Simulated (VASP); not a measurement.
All values below come from PBE GGA, VASP's PBE PAW potentials (set 64) (plane waves; VASP 6.6.1).

VASP ran on this input.

KPOINTS:
```
kpoints
0
G
10 10 10
0 0 0
```

POSCAR:
```
Ca
1
    0.0000000000     2.7957660000     2.7957660000
    2.7957660000     0.0000000000     2.7957660000
    2.7957660000     2.7957660000     0.0000000000
Ca
1
Direct
  0.0000000000   0.0000000000   0.0000000000
```

### INCAR
```
SYSTEM = Ca
PREC = Accurate
ENCUT = 300
EDIFF = 1E-6
NELM = 100
ALGO = Normal
LREAL = .FALSE.
LASPH = .TRUE.
ISMEAR = 0
SIGMA = 0.272
GGA = PE
LWAVE = .FALSE.
LCHARG = .FALSE.
ISIF = 2
```

POTCAR, in this order: Ca_sv (PBE.64 set). Program: vasp_std.

Question: Estimate the energy per atom (σ→0), band gap (on the k-mesh).

Answer: 
| Quantity | Result |
|---|---|
| energy per atom (σ→0) | -1.936 eV/atom |
| band gap (on the k-mesh) | none (metal, semimetal or under 0.01 eV) |

### OSZICAR
```
...
DAV:   5    -0.196234339517E+01   -0.38093E-03   -0.38070E-03  1337   0.224E-01    0.218E+00
DAV:   6    -0.195810121575E+01    0.42422E-02   -0.12443E-02  1063   0.129E+00    0.135E+00
DAV:   7    -0.195915109917E+01   -0.10499E-02   -0.14834E-02  1094   0.149E+00    0.996E-02
DAV:   8    -0.195869041403E+01    0.46069E-03   -0.24305E-03  1016   0.520E-01    0.184E-02
DAV:   9    -0.195870711450E+01   -0.16700E-04   -0.14939E-04  1339   0.772E-02    0.930E-03
DAV:  10    -0.195870799367E+01   -0.87917E-06   -0.13652E-05  1115   0.425E-02    0.281E-03
DAV:  11    -0.195870753550E+01    0.45817E-06   -0.89548E-07   979   0.107E-02
   1 F= -.19587075E+01 E0= -.19364218E+01  d E =-.445716E-01
```

The structure comes from a computed database's Ca entry; how it stands against other phases isn't given here. The cell was not relaxed at this level, and its volume differs by -5.9 % from the start's.
